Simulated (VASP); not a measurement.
```
LiCl
1.0
    3.87461     0.00000     0.00000
   -1.93730     3.35551     0.00000
    0.00000     0.00000     6.24484
Li Cl
2 2
Cartesian
  1.93731   1.11850   0.01137
  0.00000   2.23701   3.13380
  1.93731   1.11850   3.89290
  0.00000   2.23701   0.77048
```

These are r2SCAN meta-GGA, VASP's PBE PAW potentials (set 64) (plane waves; VASP) values and carry that method's errors. Settings: 520 eV cut-off, 7×7×4 Γ-centred mesh, tetrahedra with Blöchl corrections, potentials Li_sv Cl.

Q: What does the run give for the energy per atom (σ→0), band gap (over mesh and band path) with the smallest direct gap where there is one?

A: 
```
Property                                                        Value
---------------------------------------------  ----------------------
band gap (over mesh and band path)                            6.79 eV
smallest direct gap (over mesh and band path)                 6.79 eV
energy per atom (σ→0)                          -607.2 kJ/mol of atoms
```

Only differences to runs with the same potentials and settings are physical.

The structure was generated: LiCl was put into the wurtzite type (P6_3mc), which need not be its known phase. It was relaxed first.
